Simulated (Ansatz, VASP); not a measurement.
# AlRu: VASP beside Ansatz

Wanted: the spread between two codes on one cell, functional and k mesh. The cell is taken from a series of runs on this material, whose earlier steps may have relaxed, scaled, displaced or heated it; both programs get it as it stands.

Program: Ansatz 0.2.0. Level of theory: plane waves, with VASP 6.6.1 beside it; zone-centre phonons at PBEsol. Results are calculated unless marked as measured.

## Step 1: Starting point

The structure is cubic, space group Pm-3m (No. 221). The conventional cell has a = 2.975 Å, b = 2.975 Å, c = 2.975 Å, α = 90.00°, β = 90.00°, γ = 90.00°. Nearest to Al lie 8 Ru at 2.58 Å. Ru has 8 Al at 2.58 Å nearest. Farther neighbours are not listed.

As a file:

```cif
data_structure
_symmetry_space_group_name_H-M 'P 1'
_symmetry_Int_Tables_number 1
_cell_length_a 2.9755
_cell_length_b 2.9755
_cell_length_c 2.9755
_cell_angle_alpha 90.000
_cell_angle_beta 90.000
_cell_angle_gamma 90.000
_cell_volume 26.34
loop_
_atom_site_label
_atom_site_type_symbol
_atom_site_fract_x
_atom_site_fract_y
_atom_site_fract_z
_atom_site_occupancy
Al1 Al 0.00000 0.00000 0.00000 1
Ru2 Ru 0.50000 0.50000 0.50000 1
```

## Step 2: VASP: zone-centre phonons, PBEsol

Second derivatives magnify differences that forces hide, and they need a tight electronic threshold.

Lines of VASP's logs that name or quote its potential files are left out, and so is its time.

Input file INCAR:

```
SYSTEM = AlRu
PREC = Accurate
ENCUT = 500
EDIFF = 1E-08
NELM = 120
ISMEAR = 1
SIGMA = 0.15
LREAL = .FALSE.
ALGO = Normal
GGA = PS
NBANDS = 14
LASPH = .TRUE.
LORBIT = 11
LWAVE = .FALSE.
LCHARG = .FALSE.
ISIF = 2
IBRION = 8
GGA_COMPAT = .FALSE.
KPAR = 2
```

Input file POSCAR:

```
AlRu
1.0
    2.9754876968      0.0000000000      0.0000000000
    0.0000000000      2.9754876968      0.0000000000
    0.0000000000      0.0000000000      2.9754876968
Al Ru
1 1
Direct
    0.0000000000      0.0000000000      0.0000000000
    0.5000000000      0.5000000000      0.5000000000
```

Input file KPOINTS:

```
Automatic mesh
0
Gamma
12 12 12
0 0 0
```

Potentials, in the order of the species: Al and Ru_pv (PBE family, release 64).

Launch:

```console
$ mpirun -np 2 vasp_std
```

Numbers of over 12 decimals in the logs are rounded to 6 here.

What it wrote:

```text
[banner, memory and clock lines left out]
running    2 mpi-ranks, on    1 nodes
 distrk:  each k-point on    1 cores,    2 groups
 distr:  one band on    1 cores,    1 groups

 POSCAR found type information on POSCAR AlRu
 POSCAR found :  2 types and       2 ions
|                                                                             |
|               ----> ADVICE to this user running VASP <----                  |
|                                                                             |
|     You enforced a specific xc type in the INCAR file but a different       |
|     [... a line on the potential file left out ...]
|     I HOPE YOU KNOW WHAT YOU ARE DOING!                                     |
|                                                                             |

 LDA part: xc-table for (Slater+PW92), standard interpolation
 POSCAR, INCAR and KPOINTS ok, starting setup
 FFT: planning ... GRIDC
 FFT: planning ... GRID_SOFT
 FFT: planning ... GRID
 WAVECAR not read
 entering main loop
       N       E                     dE             d eps       ncg     rms          rms(c)
DAV:   1     0.110915066689E+03    0.11092E+03   -0.92126E+03  2384   0.109E+03
DAV:   2    -0.144627251176E+02   -0.12538E+03   -0.11954E+03  2586   0.314E+02
DAV:   3    -0.163110713512E+02   -0.18483E+01   -0.18380E+01  2844   0.403E+01
DAV:   4    -0.163258108197E+02   -0.14739E-01   -0.14737E-01  3002   0.368E+00
DAV:   5    -0.163260828601E+02   -0.27204E-03   -0.27203E-03  2986   0.432E-01    0.137E+01
DAV:   6    -0.156259759775E+02    0.70011E+00   -0.30611E+00  2418   0.201E+01    0.239E+00
DAV:   7    -0.155457316664E+02    0.80244E-01   -0.22981E-01  2544   0.575E+00    0.213E+00
DAV:   8    -0.155268428318E+02    0.18889E-01   -0.22077E-02  2958   0.111E+00    0.212E-01
DAV:   9    -0.155266782415E+02    0.16459E-03   -0.62415E-04  2934   0.147E-01    0.135E-01
DAV:  10    -0.155266662266E+02    0.12015E-04   -0.38876E-05  3042   0.748E-02    0.142E-02
DAV:  11    -0.155266646143E+02    0.16122E-05   -0.45390E-06  2964   0.259E-02    0.554E-03
DAV:  12    -0.155266640958E+02    0.51854E-06   -0.14434E-07  2940   0.377E-03    0.275E-04
DAV:  13    -0.155266641142E+02   -0.18404E-07   -0.35505E-09  2258   0.492E-04    0.947E-05
DAV:  14    -0.155266641163E+02   -0.21237E-08   -0.33618E-10  2064   0.152E-04
   1 F= -.15526664E+02 E0= -.15526771E+02  d E =0.319597E-03
 Linear response reoptimize wavefunctions to high precision
DAV:   1    -0.155266641157E+02    0.64097E-09   -0.76106E-11  2148   0.720E-05
DAV:   2    -0.155266641157E+02   -0.18190E-10   -0.17601E-11  1980   0.256E-05
 Linear response DOF=           2
 Linear response progress:
  Degree of freedom:   1/  2
       N       E                     dE             d eps       ncg     rms          rms(c)
RMM:   1    -0.665278459665E-02   -0.66528E-02    0.37102E-03 10079   0.111E+00
RMM:   2    -0.612962150959E-02    0.52316E-03   -0.42918E-04  8265   0.150E-01    0.609E-02
RMM:   3    -0.608061942737E-02    0.49002E-04   -0.16283E-04  8087   0.792E-02    0.291E-02
RMM:   4    -0.615073935254E-02   -0.70120E-04   -0.81211E-05  8596   0.528E-02    0.722E-03
RMM:   5    -0.615640044368E-02   -0.56611E-05   -0.24684E-06  8292   0.148E-02    0.180E-03
RMM:   6    -0.615912415008E-02   -0.27237E-05   -0.18853E-07  9358   0.384E-03    0.823E-04
RMM:   7    -0.615801631529E-02    0.11078E-05   -0.18884E-08  8704   0.109E-03    0.112E-04
RMM:   8    -0.615829539812E-02   -0.27908E-06   -0.27291E-09  9252   0.302E-04    0.695E-05
RMM:   9    -0.615837733649E-02   -0.81938E-07   -0.59216E-10  9836   0.921E-05    0.312E-05
RMM:  10    -0.615838549878E-02   -0.81623E-08   -0.39872E-10 10023   0.258E-05    0.235E-06
 first order change of Fermi-energy  -0.22646E-03
 force on displaced ion       1 direction 1 :  -8.185   0.000  -0.000
 Linear response progress:
  Degree of freedom:   2/  2
       N       E                     dE             d eps       ncg     rms          rms(c)
RMM:   1    -0.543476525801E+00   -0.54348E+00    0.37064E+00  5848   0.641E+01
RMM:   2    -0.651082752431E+00   -0.10761E+00   -0.11714E-01  8161   0.304E+00    0.157E-01
RMM:   3    -0.651127507775E+00   -0.44755E-04   -0.21033E-03  9435   0.361E-01    0.883E-02
RMM:   4    -0.650469414113E+00    0.65809E-03   -0.24121E-04  9462   0.147E-01    0.220E-02
RMM:   5    -0.650385488780E+00    0.83925E-04   -0.19097E-05  9963   0.374E-02    0.988E-03
RMM:   6    -0.650320931851E+00    0.64557E-04   -0.21040E-06 10357   0.116E-02    0.124E-03
RMM:   7    -0.650319133539E+00    0.17983E-05   -0.45574E-07 10332   0.261E-03    0.371E-04
RMM:   8    -0.650319297692E+00   -0.16415E-06   -0.90075E-08 10512   0.102E-03    0.164E-04
RMM:   9    -0.650320192323E+00   -0.89463E-06   -0.93378E-08 10927   0.481E-04    0.766E-05
RMM:  10    -0.650321600295E+00   -0.14080E-05   -0.29954E-08 11031   0.277E-04    0.118E-05
RMM:  11    -0.650321482661E+00    0.11763E-06   -0.14866E-08 11391   0.165E-04    0.518E-06
RMM:  12    -0.650321443906E+00    0.38756E-07   -0.72743E-09 11291   0.119E-04    0.130E-06
RMM:  13    -0.650321420123E+00    0.23782E-07   -0.44929E-09 11738   0.921E-05    0.937E-07
RMM:  14    -0.650321432733E+00   -0.12610E-07   -0.22013E-09 10753   0.791E-05    0.619E-07
RMM:  15    -0.650321441576E+00   -0.88431E-08   -0.29011E-09 10920   0.722E-05    0.152E-07
 first order change of Fermi-energy   0.21538E-02
 force on displaced ion       2 direction 1 :  -8.182  -0.000   0.000
 Linear response finished
```

Parts of OUTCAR (step 2):

```text
ion  position               nearest neighbor table
   1  0.000  0.000  0.000-   2 2.58   2 2.58   2 2.58   2 2.58   2 2.58   2 2.58   2 2.58   2 2.58

  LATTYP: Found a simple cubic cell.
 ALAT       =     2.9754876968

 Subroutine GETGRP returns: Found 48 space group operations
 (whereof 48 operations were pure point group operations)

The static configuration has the point symmetry O_h .

 Found     84 irreducible k-points:

   k-points           NKPTS =     84   k-points in BZ     NKDIM =     84   number of bands    NBANDS=     14

   dimension x,y,z NGX =    24 NGY =   24 NGZ =   24
   dimension x,y,z NGXF=    48 NGYF=   48 NGZF=   48

   ENCUT  =  500.0 eV  36.75 Ry    6.06 a.u.   5.42  5.42  5.42*2*pi/ulx,y,z

   NELECT =      17.0000    total number of electrons

 k-points in reciprocal lattice and weights: Automatic mesh
   0.00000000  0.00000000  0.00000000       0.001
   0.08333333  0.00000000  0.00000000       0.003
   0.16666667  0.00000000  0.00000000       0.003
   0.25000000  0.00000000  0.00000000       0.003
   0.33333333  0.00000000  0.00000000       0.003
   0.41666667  0.00000000  0.00000000       0.003
   0.50000000  0.00000000  0.00000000       0.002
   0.08333333  0.08333333  0.00000000       0.007
   0.16666667  0.08333333  0.00000000       0.014
[...]
0.50000000  0.50000000  0.41666667       0.003
   0.50000000  0.50000000  0.50000000       0.001

 average (electrostatic) potential at core
       1 -68.0378       2 -67.8039

  Total        0.0142842      0.0142842      0.0142842      0.0000000     -0.0000000      0.0000000
  in kB        0.8687466      0.8687466      0.8687466      0.0000000     -0.0000000      0.0000000
  external PRESSURE =       0.8687466 kB  Pullay stress =       0.0000000 kB

  energy-cutoff  :      500.00
  volume of cell :       26.34
      direct lattice vectors                 reciprocal lattice vectors
     2.975487697  0.000000000  0.000000000     0.336079360  0.000000000  0.000000000
     0.000000000  2.975487697  0.000000000     0.000000000  0.336079360  0.000000000
     0.000000000  0.000000000  2.975487697     0.000000000  0.000000000  0.336079360

 POSITION                                       TOTAL-FORCE (eV/Angst)
 -----------------------------------------------------------------------------------
      0.00000      0.00000      0.00000         0.000000      0.000000      0.000000
      1.48774      1.48774      1.48774         0.000000      0.000000      0.000000
 -----------------------------------------------------------------------------------
    total drift:                                0.000000     -0.000000     -0.000000

 Eigenvectors and eigenvalues of the dynamical matrix
 ----------------------------------------------------

   1 f  =    9.691691 THz    60.894691 2PiTHz  323.280014 cm-1    40.081595 meV
             X         Y         Z           dx          dy          dz
      0.000000  0.000000  0.000000     0.888460   -0.000000    0.000000
      1.487744  1.487744  1.487744    -0.458954    0.000000    0.000000

   2 f  =    9.691691 THz    60.894691 2PiTHz  323.280014 cm-1    40.081595 meV
             X         Y         Z           dx          dy          dz
      0.000000  0.000000  0.000000    -0.000000   -0.888460   -0.000000
      1.487744  1.487744  1.487744     0.000000    0.458954    0.000000

   3 f  =    9.691691 THz    60.894691 2PiTHz  323.280014 cm-1    40.081595 meV
             X         Y         Z           dx          dy          dz
      0.000000  0.000000  0.000000    -0.000000   -0.000000    0.888460
      1.487744  1.487744  1.487744     0.000000    0.000000   -0.458954

   4 f/i=    0.000793 THz     0.004982 2PiTHz    0.026451 cm-1     0.003279 meV
             X         Y         Z           dx          dy          dz
      0.000000  0.000000  0.000000    -0.395422   -0.232980   -0.000000
      1.487744  1.487744  1.487744    -0.765474   -0.451012    0.000000

   5 f/i=    0.000793 THz     0.004982 2PiTHz    0.026451 cm-1     0.003279 meV
             X         Y         Z           dx          dy          dz
      0.000000  0.000000  0.000000     0.000000    0.000000   -0.458954
      1.487744  1.487744  1.487744    -0.000000    0.000000   -0.888460

   6 f/i=    0.000793 THz     0.004982 2PiTHz    0.026451 cm-1     0.003279 meV
             X         Y         Z           dx          dy          dz
      0.000000  0.000000  0.000000    -0.232980    0.395422    0.000000
      1.487744  1.487744  1.487744    -0.451012    0.765474    0.000000

 ELASTIC MODULI CONTR FROM IONIC RELAXATION (kBar)
 Direction    XX          YY          ZZ          XY          YZ          ZX
 --------------------------------------------------------------------------------
 XX           0.0000      0.0000      0.0000      0.0000      0.0000      0.0000
 YY           0.0000      0.0000      0.0000      0.0000      0.0000      0.0000
 ZZ           0.0000      0.0000      0.0000      0.0000      0.0000      0.0000
 XY           0.0000      0.0000      0.0000      0.0000      0.0000      0.0000
 YZ           0.0000      0.0000      0.0000      0.0000      0.0000      0.0000
 ZX           0.0000      0.0000      0.0000      0.0000      0.0000      0.0000
 --------------------------------------------------------------------------------
```

## Step 3: Ansatz: zone-centre phonons, PBEsol

Ansatz runs on its default PAW (the set named soft_2) files.

The same cell, functional, mesh and smearing now go to Ansatz, which takes its cutoff from its data sets.

Input file input.yaml:

```yaml
crystal:
  lattice:
    - [2.9754876968, 0.0, 0.0]
    - [0.0, 2.9754876968, 0.0]
    - [0.0, 0.0, 2.9754876968]
  atoms:
    - { symbol: Al, position: [0.0, 0.0, 0.0] }
    - { symbol: Ru, position: [0.5, 0.5, 0.5] }
kpoints:
  mp_grid: { grid: [12, 12, 12] }
hamiltonian:
  xc: pbesol
scf:
  occupations: { method: methfessel_paxton, width: 0.15 }
output:
  eigenvalues: true
phonons:
  method: dfpt
```

Launch:

```console
$ ansatz run input.yaml --threads 4 --pin off --max-ram 7168MiB --backend cpu --events-out ev --progress --plain --runs-dir out
```

What it wrote:

```text
Engine: ansatz 0.2.0, aarch64-unknown-linux-gnu
Pseudopotentials: kind: paw
Pseudopotential: Al, paw, valence charge 3, recommended cutoff 420 eV (normal), Al.paw.azcp
Pseudopotential: Ru, paw, valence charge 16, recommended cutoff 420 eV (normal), Ru.paw.azcp
Functional definition: PBEsol
  exchange = pbesol_x
  correlation = pbesol_c
Crystal: 2 atoms, lattice volume = 26.344 Å³
Basis set: ecut = 420 eV, 485 PW (Γ), exchange–correlation on 40×40×40 points (8 copies of the dense FFT grid, shifted against one another)
Bands: 14, of which v1, the nominal top of the filled ones, is band 10 counted from 1 (9 counted from 0)
Symmetry: 48 space group operations
k-points: 196 of 1728 (irreducible under 8 space group operations, time reversal used)
Non-local potential: Al, projectors of the file, l = 0: 2, l = 1: 2, l = 2: 1
Non-local potential: Ru, projectors of the file, l = 0: 3, l = 1: 2, l = 2: 2, l = 3: 1
PAW form: soft (Blöchl's): semilocal exchange-correlation on the pseudo side does not see the compensation charge
PAW frozen core: Al, regenerated for the run's functional, and the local potential with it (the file was generated under x = pbe(κ = 0.804, μ = 0.219515), c = pbe(β = 0.066725))
PAW frozen core: Ru, regenerated for the run's functional, and the local potential with it (the file was generated under x = pbe(κ = 0.804, μ = 0.219515), c = pbe(β = 0.066725))
PAW one-centre angular grid: Al, 110 points (default); XC on 64 Gauss nodes
PAW one-centre angular grid: Ru, 590 points (default); XC on 64 Gauss nodes
Initial density: superposition of atomic densities (neutral atoms: chi_scale 0, normalization atom), corrected by the library's trained network
Initial wavefunctions: pseudopotential atomic-orbital guess
Functional: x = pbesol(κ = 0.804, μ = 0.123457), c = pbesol(β = 0.046)
SCF iter   1: F=—  HF=-6342.319107 eV  |F-HF|=—  |Δ(HF+E_count)|=         —  Δρ=9.39e-3  dr2=2.50e-2  ethr=1.77e-3  ⟨swp⟩=5.0  Hψ=13524  notcnv=0
preconditioner: auto → none  [metal: Δε(μ)=0.029 eV  Ē_g=9.003 eV  σ=0.150 eV  W_gap=0.16  n_scr=6 (ndim 8)  ℏωp=24.0 eV  f_vac=0.000  D(μ)=1.42/eV (n_scr^D=18)  sad-step TF]
SCF iter   2: F=—  HF=-6342.315493 eV  |F-HF|=—  |Δ(HF+E_count)|=   3.61e-3  S|Δr|=    0.00e0  Δρ=5.28e-3  dr2=8.85e-3  ethr=1.31e-4  ⟨swp⟩=1.1  Hψ=4323  notcnv=0
SCF iter   3: F=—  HF=-6342.313537 eV  |F-HF|=—  |Δ(HF+E_count)|=   1.96e-3  S|Δr|=    0.00e0  Δρ=5.16e-4  dr2=6.66e-5  ethr=4.66e-5  ⟨swp⟩=2.4  Hψ=3857  notcnv=0
SCF iter   4: F=—  HF=-6342.313529 eV  |F-HF|=—  |Δ(HF+E_count)|=   8.41e-6  S|Δr|=    0.00e0  Δρ=1.18e-4  dr2=3.08e-6  ethr=3.50e-7  ⟨swp⟩=2.0  Hψ=4151  notcnv=0
SCF iter   5: F=—  HF=-6342.313528 eV  |F-HF|=—  |Δ(HF+E_count)|=   6.54e-7  S|Δr|=    0.00e0  Δρ=9.58e-6  dr2=1.50e-8  ethr=1.62e-8  ⟨swp⟩=2.5  Hψ=4046  notcnv=0
SCF iter   6: F=—  HF=-6342.313528 eV  |F-HF|=—  |Δ(HF+E_count)|=   4.12e-7  S|Δr|=    0.00e0  Δρ=1.17e-6  dr2=1.77e-10  ethr=7.88e-11  ⟨swp⟩=2.3  Hψ=4453  notcnv=0
SCF iter   7: F=-6342.313528 eV  HF=-6342.313528 eV  |F-HF|=9.09e-13  |Δ(HF+E_count)|=  4.64e-11  S|Δr|=    0.00e0  Δρ=1.36e-7  dr2=6.52e-13  ethr=1.00e-12  ⟨swp⟩=5.6  Hψ=11494  notcnv=0
SCF 1 converged in 7 iterations: F = -6342.313528 eV  dr2 = 6.52e-13
  greatest PAW one-centre occupation: 0.999 electrons in one spin orbital (limit 2), on the Ru atom at site 1 (counted from 0), in its partial waves of l = 0
DFPT response loops at Γ: preconditioner auto → Kerker (q_TF=auto, 2.584 Å⁻¹) (partly filled bands, converged f_vac=0.000); β = 1.00, the filter's whole step (`scf.mixing.beta` (0.50) is not read by the response loops under this deck's `scf.mixing.preconditioner`; to damp them name `kerker` or `kerker_dos`, under which they read `scf.mixing.beta`, and type it under 1.00, their step now; both keys bind the ground state too); Broyden in place of MSR1
SCF converged after 7 iterations
Stability not checked: this state was not tested for a lower state beside it, because cold or Methfessel-Paxton smearing, or corrected tetrahedra, fill the levels in a way that the test cannot read (fill_not_monotonic; see scf.lower_state_search)
Free energy (F): -6342.313528 eV
Harris-Foulkes:  -6342.313528 eV  (|F-HF|=9.09e-13)
Internal energy: -6342.313855 eV  (E = F + TS)
E sigma→0 (E₀):  -6342.313610 eV
Entropy (-TS):   0.000327 eV (0.163 meV/atom)
Fermi energy:    16.302229 eV
--- Per-component energies (eV) ---
  E_band       = -116.394862
  E_kinetic    = 543.861301
  E_local      = -1783.464509  (includes V_loc(G=0)·N_el)
  E_nonlocal   = 356.621611
  E_hartree    = 632.478975
  E_xc         = -231.045420
  E_vxc        = -270.658962  (∫ρ·V_xc dr)
  E_paw        = -3855.412284  (= ΣΔE_a)
  E_vpaw       = -227.712072  (= ΣTr[D̂ρ^β])
  E_aug_tail   = -0.000192  (compensation charges beyond the density's cutoff)
  E_ewald      = -2005.625771
  E_core_change = 0.272435  (= ΣΔE_core)
  E_smearing   = 0.000327  (= −TS)
  E_closure    = 0.000000  (closes the sum)
  Σ components = -6342.313528   (vs F -6342.313528, Δ=0.00e0)
--- Band table (eV; the first three rows and the last of 196) ---
  k-point 0: bands = [... 6 lower, 12.6287, 16.5003, 16.5003, 16.5003, 22.4511, 22.4511, 22.4511, 27.3581]
  k-point 1: bands = [... 6 lower, 12.6773, 16.3301, 16.3301, 16.5172, 21.8162, 22.7219, 22.7219, 27.0467]
  k-point 2: bands = [... 6 lower, 12.8112, 15.9185, 15.9185, 16.5639, 20.5781, 23.4355, 23.4355, 26.2741]
  k-point 195: bands = [... 6 lower, 11.5857, 17.9735, 17.9735, 19.0027, 20.4461, 20.4461, 20.4461, 25.0270]
--- Phonons (Γ-DFPT): 2 representative perturbations + reference, on 196 of 1728 k-points (Σ response iterations 7) ---
  k mesh reduced under 8 symmetry operations, with k and −k counted as one. Each operation leaves every solved perturbation unchanged. A smaller set is not used because it would not reduce the number of displacements times k-points to solve
  ASR residual: 1.038e-4 → 0.000e0 eV/Å²; symmetrization residual: 4.538e-6 eV/Å²
  ASR residual per site (eV/Å²): 1.04e-4 3.38e-5
  Γ frequencies (cm⁻¹): 0.00 0.00 0.00 321.62 321.62 321.62
  non-analytic LO–TO correction: not included (Born effective charges unavailable; polar crystals: no LO–TO splitting at Γ)
```

## Step 4: Differences

Known differences besides the potentials themselves: the data sets hold 19 valence electrons in Ansatz (on its default PAW (the set named soft_2) files) and 17 in VASP; the cutoff is 420 eV in Ansatz and 500 eV in VASP; Ansatz makes its cores anew for this functional, VASP keeps those of its PBE data sets. Total energies have different zeros and are not compared.

Compared:

```tsv
quantity	Ansatz	VASP	difference
optical mode 1 to 3 (cm⁻¹)	321.6	323.3	-0.51 %
```

Modes are paired by rising frequency, not by their patterns, so a pair may set unlike modes beside each other; they are those without the splitting of longitudinal modes.

## Step 5: Results

```
r.m.s. difference of the optical zone-centre modes, each program's sorted by frequency (zone-centre phonons, PBEsol) : 1.7 cm⁻¹
difference in optical mode 1 to 3 (zone-centre phonons, PBEsol)                                                      : -0.5 %
```

**Reading.** The r.m.s. difference of the optical zone-centre modes, each program's sorted by frequency is 1.7 cm⁻¹ (zone-centre phonons, PBEsol). The data sets hold unlike numbers of valence electrons (19 in Ansatz and 17 in VASP), so part of the differences comes from the potentials. Among the rows given in per cent, the largest difference of the zone-centre phonons, PBEsol pair is in optical mode 1 to 3, -0.5 %. How closely two codes agree says nothing of how well the functional describes the real material.

[Lines on the potential files, build, host, timing and source positions are cut from VASP's logs without a mark.]

[Logs are printed without paths, hosts, clocks, repeated set-up lines and the standing remarks that a program may print on its own settings, such as how far it seeks lower states.]

[Hosts, paths, dates, database ids (printed as entryN), source tags and the programs' standing remarks are cut or masked in the printed files.]
